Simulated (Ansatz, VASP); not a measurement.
# Cross-check of TiC between VASP and Ansatz

Aim: how closely do two programs agree when they are given the same cell, functional and k mesh? The cell is taken from a series of runs on this material, whose earlier steps may have relaxed, scaled, displaced or heated it; both programs get it as it stands.

Method: plane waves, with VASP 6.6.1 beside it; zone-centre phonons at PBEsol, in Ansatz 0.2.0.

## 1. Starting point

Symmetry: Immm, No. 71, orthorhombic system. Conventional cell: a = 3.004 Å, b = 3.157 Å, c = 4.267 Å, α = 90.00°, β = 90.00°, γ = 90.00°. C has 6 Ti at 2.13 to 2.18 Å nearest. Nearest to Ti lie 6 C at 2.13 to 2.18 Å. Farther neighbours are not listed.

## 2. Ansatz: zone-centre phonons, PBEsol

Ansatz runs on its PAW soft_1 files.

Second derivatives magnify differences that forces hide, and they need a tight electronic threshold.

input.yaml

```yaml
crystal:
  lattice:
    - [0.0540732365, 2.1782278145, 2.1335463251]
    - [2.1782278145, 0.0540732365, 2.1335463251]
    - [2.232301051, 2.232301051, 0.0]
  atoms:
    - { symbol: C, position: [0.5, 0.5, 0.5] }
    - { symbol: Ti, position: [0.0, 0.0, 0.0] }
kpoints:
  mp_grid: { grid: [16, 16, 16] }
hamiltonian:
  xc: pbesol
  pseudopotentials: { kind: paw, azcp: { folder: soft_1 }, xc_functional: pbe }
scf:
  occupations: { method: methfessel_paxton, width: 0.2 }
output:
  eigenvalues: true
phonons:
  method: dfpt
```

Command:

```
ansatz run input.yaml --threads 4 --pin off --max-ram 10240MiB --backend cpu --events-out ev --progress --plain --runs-dir out
```

Numbers of over 12 decimals in the logs are rounded to 6 here.

Log:

```text
zone centre: on kpoints.mp_grid the ground state, and the responses unless they are solved on pairs of k-points, stand on 1098 of the mesh's 4096 k-points, reduced under 4 symmetry operations, with k and −k counted as one. Each operation leaves every solved displacement unchanged or reverses it
Engine: ansatz 0.2.0, x86_64-unknown-linux-gnu
Pseudopotentials: kind: paw
Pseudopotential: C, paw, valence charge 4, recommended cutoff 420 eV (normal), soft_1/C.paw.azcp
Pseudopotential: Ti, paw, valence charge 12, recommended cutoff 420 eV (normal), soft_1/Ti.paw.azcp
Functional definition: PBEsol
  exchange = pbesol_x
  correlation = pbesol_c
Crystal: 2 atoms, lattice volume = 20.233 Å³
Basis set: ecut = 420 eV, 391 PW (Γ), exchange–correlation on 48×48×48 points (8 copies of the dense FFT grid, shifted against one another)
Bands: 12, of which v1, the nominal top of the filled ones, is band 8 counted from 1 (7 counted from 0)
Symmetry: 8 space group operations
k-points: 1098 of 4096 (irreducible under 4 space group operations)
Non-local potential: C, projectors of the file, l = 0: 2, l = 1: 2, l = 2: 1
Non-local potential: Ti, projectors of the file, l = 0: 3, l = 1: 2, l = 2: 3, l = 3: 1
PAW form: soft (Blöchl's): semilocal exchange-correlation on the pseudo side does not see the compensation charge
PAW frozen core: C, regenerated for the run's functional, and the local potential with it (the file was generated under x = pbe(κ = 0.804, μ = 0.219515), c = pbe(β = 0.066725))
PAW frozen core: Ti, regenerated for the run's functional, and the local potential with it (the file was generated under x = pbe(κ = 0.804, μ = 0.219515), c = pbe(β = 0.066725))
PAW one-centre angular grid: C, 110 points (default); XC on 64 Gauss nodes
PAW one-centre angular grid: Ti, 590 points (default); XC on 64 Gauss nodes
Initial density: superposition of atomic densities (chi_scale 0.1, normalization cell, long waves kept (reshape's long-wave potential 0.00 eV rms))
Initial wavefunctions: pseudopotential atomic-orbital guess
Functional: x = pbesol(κ = 0.804, μ = 0.123457), c = pbesol(β = 0.046)
SCF iter   1: F=—  HF=-2723.351683 eV  |F-HF|=—  |Δ(HF+E_count)|=         —  Δρ=1.36e-1  dr2=4.88e0  ethr=3.10e-3  ⟨swp⟩=4.2  Hψ=61941  notcnv=0
preconditioner: auto → none  [metal: Δε(μ)=0.002 eV  Ē_g=9.034 eV  σ=0.200 eV  W_gap=0.01  n_scr=8 (ndim 8)  ℏωp=23.3 eV  f_vac=0.000  D(μ)=0.20/eV (n_scr^D=0)  sad-step TF]
SCF iter   2: F=—  HF=-2722.871185 eV  |F-HF|=—  |Δ(HF+E_count)|=   4.80e-1  S|Δr|=    0.00e0  Δρ=9.55e-2  dr2=2.46e0  ethr=3.10e-3  ⟨swp⟩=2.0  Hψ=26273  notcnv=0
SCF iter   3: F=—  HF=-2722.385470 eV  |F-HF|=—  |Δ(HF+E_count)|=   4.86e-1  S|Δr|=    0.00e0  Δρ=8.05e-3  dr2=7.46e-3  ethr=3.10e-3  ⟨swp⟩=2.9  Hψ=28496  notcnv=0
SCF iter   4: F=—  HF=-2722.383142 eV  |F-HF|=—  |Δ(HF+E_count)|=   2.33e-3  S|Δr|=    0.00e0  Δρ=1.51e-3  dr2=2.43e-4  ethr=4.66e-5  ⟨swp⟩=2.0  Hψ=31125  notcnv=0
SCF iter   5: F=—  HF=-2722.383227 eV  |F-HF|=—  |Δ(HF+E_count)|=   8.45e-5  S|Δr|=    0.00e0  Δρ=3.95e-4  dr2=2.33e-5  ethr=1.52e-6  ⟨swp⟩=2.0  Hψ=17623  notcnv=0
SCF iter   6: F=—  HF=-2722.383227 eV  |F-HF|=—  |Δ(HF+E_count)|=   1.21e-7  S|Δr|=    0.00e0  Δρ=6.02e-5  dr2=6.98e-7  ethr=1.45e-7  ⟨swp⟩=2.0  Hψ=21285  notcnv=0
SCF iter   7: F=—  HF=-2722.383227 eV  |F-HF|=—  |Δ(HF+E_count)|=   8.22e-9  S|Δr|=    0.00e0  Δρ=4.29e-6  dr2=2.64e-9  ethr=4.36e-9  ⟨swp⟩=3.0  Hψ=21592  notcnv=0
SCF iter   8: F=—  HF=-2722.383227 eV  |F-HF|=—  |Δ(HF+E_count)|=   1.07e-9  S|Δr|=    0.00e0  Δρ=2.19e-6  dr2=1.04e-9  ethr=1.65e-11  ⟨swp⟩=2.7  Hψ=21811  notcnv=0
SCF iter   9: F=-2722.383227 eV  HF=-2722.383227 eV  |F-HF|=9.09e-13  |Δ(HF+E_count)|=  2.75e-10  S|Δr|=    0.00e0  Δρ=3.12e-8  dr2=1.03e-13  ethr=1.00e-12  ⟨swp⟩=4.0  Hψ=58722  notcnv=0
the search or the solves at the SCF's close seem to have found levels that the self-consistency loop had missed (the run counts 2). By its estimate they hold under 1e-12 electrons; where the run keeps them, the occupations were computed again with them
SCF 1 converged in 9 iterations: F = -2722.383227 eV  dr2 = 1.03e-13
  greatest PAW one-centre occupation: 0.998 electrons in one spin orbital (limit 2), on the Ti atom at site 1 (counted from 0), in its partial waves of l = 0
DFPT response loops at Γ: preconditioner auto → Kerker (q_TF=auto, 2.624 Å⁻¹) (partly filled bands, converged f_vac=0.000); β = 1.00, the filter's whole step (`scf.mixing.beta` (0.50) is not read by the response loops under this deck's `scf.mixing.preconditioner`; to damp them name `kerker` or `kerker_dos`, under which they read `scf.mixing.beta`, and type it under 1.00, their step now; both keys bind the ground state too); Broyden in place of MSR1
SCF converged after 9 iterations
Stability not checked: this state was not tested for a lower state beside it, because cold or Methfessel-Paxton smearing, or corrected tetrahedra, fill the levels in a way that the test cannot read (fill_not_monotonic; see scf.lower_state_search)
Free energy (F): -2722.383227 eV
Harris-Foulkes:  -2722.383227 eV  (|F-HF|=9.09e-13)
Internal energy: -2722.383055 eV  (E = F + TS)
E sigma→0 (E₀):  -2722.383184 eV
Entropy (-TS):   -0.000171 eV (-0.086 meV/atom)
Fermi energy:    14.613829 eV
--- Per-component energies (eV) ---
  E_band       = -111.146768
  E_kinetic    = 365.836400
  E_local      = -827.285558  (includes V_loc(G=0)·N_el)
  E_nonlocal   = 84.305707
  E_hartree    = 324.937737
  E_xc         = -163.323135
  E_vxc        = -204.646419  (∫ρ·V_xc dr)
  E_paw        = -1111.980236  (= ΣΔE_a)
  E_vpaw       = -179.232317  (= ΣTr[D̂ρ^β])
  E_aug_tail   = -0.000060  (compensation charges beyond the density's cutoff)
  E_ewald      = -1395.034396
  E_core_change = 0.160485  (= ΣΔE_core)
  E_smearing   = -0.000171  (= −TS)
  E_closure    = -0.000000  (closes the sum)
  Σ components = -2722.383227   (vs F -2722.383227, Δ=0.00e0)
--- Band table (eV; the first three rows and the last of 1098) ---
  k-point 0: bands = [... 4 lower, 2.1932, 14.9762, 15.3193, 15.4491, 16.0777, 16.2769, 16.3362, 16.4240]
  k-point 1: bands = [... 4 lower, 2.2803, 14.6152, 14.9957, 15.2280, 15.6930, 15.7589, 16.4229, 17.3462]
  k-point 2: bands = [... 4 lower, 2.5364, 13.7633, 14.2632, 14.4813, 15.7009, 15.8566, 16.7966, 18.3668]
  k-point 1097: bands = [... 4 lower, 4.5176, 11.2864, 12.8767, 14.1322, 14.8078, 17.3745, 18.1469, 18.1683]
--- Phonons (Γ-DFPT): 4 representative perturbations + reference, on 1098 of 4096 k-points (Σ response iterations 12) ---
  k mesh reduced under 4 symmetry operations, with k and −k counted as one. Each operation leaves every solved displacement unchanged or reverses it
  ASR residual: 1.641e-5 → 0.000e0 eV/Å²; symmetrization residual: 1.936e-7 eV/Å²
  ASR residual per site (eV/Å²): 1.64e-5 6.02e-6
  Γ frequencies (cm⁻¹): 0.00 0.00 0.00 478.18 518.57 554.67
  non-analytic LO–TO correction: not included (Born effective charges unavailable; polar crystals: no LO–TO splitting at Γ)
```

The column dr2 measures how far the density is from self-consistency, as an energy; F and HF (Harris–Foulkes) agree once it is small.

[end of part 1 of 2]

[Lines on the potential files, build, host, timing and source positions are cut from VASP's logs without a mark.]

[Logs are printed without paths, hosts, clocks, repeated set-up lines and the standing remarks that a program may print on its own settings, such as how far it seeks lower states.]

[Hosts, paths, dates, database ids (printed as entryN), source tags and the programs' standing remarks are cut or masked in the printed files.]
